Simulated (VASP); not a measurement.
A VASP calculation is set up with these files.

**INCAR**
```
ALGO  =  Normal
EDIFF  =  1E-6
EDIFFG  =  -0.02
ENCUT  =  500
GGA  =  PS
IBRION  =  2
ISIF  =  3
ISMEAR  =  1
LASPH  =  .TRUE.
LCHARG  =  .FALSE.
LMAXMIX  =  4
LREAL  =  .FALSE.
LWAVE  =  .FALSE.
NELM  =  100
NSW  =  40
PREC  =  Accurate
SIGMA  =  0.1
SYSTEM  =  GaAs
```

### KPOINTS
```
kpoints
0
G
10 10 5
```

File POSCAR:
```
GaAs
1
    3.7125206540     0.0000000000     0.0000000000
   -1.8562603269     3.2151373768    -0.0000000000
   -0.0000000000     0.0000000000     6.3310894107
Ga As
2 2
Direct
  0.0000000000   0.0000000000   1.0000000000
  0.0000000000   0.0000000000   0.5000000000
  0.3333330000   0.6666670000   0.2500000000
  0.6666670000   0.3333330000   0.7500000000
```

POTCAR, in this order: Ga_d As (PBE.64 set). Program: vasp_std.

Task: Write an equivalent input for Ansatz.

Result: One equivalent input (not run):
Ansatz 0.2 input:
```yaml
crystal:
  lattice:
    - [3.7125207, 0.0000000, 0.0000000]
    - [-1.8562603, 3.2151374, 0.0000000]
    - [0.0000000, 0.0000000, 6.3310894]
  atoms:
    - { symbol: Ga, position: [0.0000000, 0.0000000, 1.0000000] }
    - { symbol: Ga, position: [0.0000000, 0.0000000, 0.5000000] }
    - { symbol: As, position: [0.3333330, 0.6666670, 0.2500000] }
    - { symbol: As, position: [0.6666670, 0.3333330, 0.7500000] }
kpoints:
  mp_grid: { grid: [10, 10, 5] }
hamiltonian:
  xc: pbesol
  pseudopotentials: { kind: paw }
scf:
  occupations: { method: methfessel_paxton, width: 0.1 }
  max_iter: 100
relax:
  max_steps: 40
  f_tol: 0.02
  cell: {}
output: { forces: true, stress: true, eigenvalues: true }
```
Limits of the translation: each code has its own PAW files, so the cut-off isn't converted (ENCUT is set for VASP's; basis.ecutwfc is left out, and Ansatz then takes the one that its files recommend); Ansatz stops its SCF on the density residual and VASP on the energy change (EDIFF).

The structure was generated: GaAs was put into the NiAs type type (P6_3/mmc), which need not be its known phase. It was relaxed first, which changed the volume by +11 %.
